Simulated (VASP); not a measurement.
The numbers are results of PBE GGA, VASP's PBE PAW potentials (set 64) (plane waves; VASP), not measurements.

Input for VASP

**POSCAR**
```
Ti16C
1.0
  5.8437788928   0.0000000000   0.0000000000
  2.9218894464   5.0608610918   0.0000000000
  0.0000000000   0.0000000000  20.8060005416
Ti C
16 1
direct
 -0.1666670000   0.3333330000   0.3330160000
  0.3333330000   0.3333330000   0.3330160000
 -0.1666670000   0.8333330000   0.3330160000
  0.3333330000   0.8333330000   0.3330160000
  0.0000000000   0.0000000000   0.4443390000
  0.5000000000   0.0000000000   0.4443390000
  0.0000000000   0.5000000000   0.4443390000
  0.5000000000   0.5000000000   0.4443390000
 -0.1666670000   0.3333330000   0.5556610000
  0.3333330000   0.3333330000   0.5556610000
 -0.1666670000   0.8333330000   0.5556610000
  0.3333330000   0.8333330000   0.5556610000
  0.0000000000   0.0000000000   0.6669840000
  0.5000000000   0.0000000000   0.6669840000
  0.0000000000   0.5000000000   0.6669840000
  0.5000000000   0.5000000000   0.6669840000
  0.3333330000   0.3333330000   0.7343480000
```

**KPOINTS**
```
kpoints
0
Gamma
  5 5 1
0 0 0
```

### INCAR
```
! general
SYSTEM   =  Ti16C
PREC     =  Normal
ENCUT    =  400
LREAL    =  .FALSE.
LASPH    =  .TRUE.

! electronic loop
EDIFF    =  1E-5
NELM     =  100
NELMIN   =  4
ALGO     =  Normal
LMAXMIX  =  4

! smearing
ISMEAR   =  1
SIGMA    =  0.1

! functional
GGA      =  PE

! ions
IBRION   =  2
NSW      =  50
ISIF     =  2
EDIFFG   =  -0.03

! output
LWAVE    =  .TRUE.
LCHARG   =  .FALSE.

! other
LDIPOL   =  .TRUE.
IDIPOL   =  3
DIPOL    =  0.5 0.5 0.5
```

POTCAR, in this order: Ti C (PBE.64 set). Program: vasp_std.

Estimate the energy per atom (σ→0), band gap (on the k-mesh).

```
Item                                                        Result
------------------------  ----------------------------------------
energy per atom (σ→0)                               -7.416 eV/atom
band gap (on the k-mesh)  none (metal, semimetal or under 0.01 eV)
```

OSZICAR:
```
...
DAV:   3    -0.126078995111E+03    0.16607E-02   -0.32184E-02   724   0.580E-01    0.224E-01
DAV:   4    -0.126077857079E+03    0.11380E-02   -0.84835E-03   764   0.373E-01    0.612E-02
DAV:   5    -0.126077859032E+03   -0.19527E-05   -0.57120E-04   676   0.104E-01    0.496E-02
DAV:   6    -0.126077845659E+03    0.13373E-04   -0.48129E-04   676   0.886E-02    0.374E-02
DAV:   7    -0.126077842618E+03    0.30410E-05   -0.36054E-04   652   0.746E-02    0.312E-02
DAV:   8    -0.126077826382E+03    0.16236E-04   -0.12644E-04   593   0.447E-02    0.121E-02
DAV:   9    -0.126077825410E+03    0.97144E-06   -0.25595E-05   299   0.211E-02
  31 F= -.12607783E+03 E0= -.12607596E+03  d E =-.573764E-03
```

The cell is a thin slab with vacuum, built from Ti (hcp): (001) face, C adsorbed.
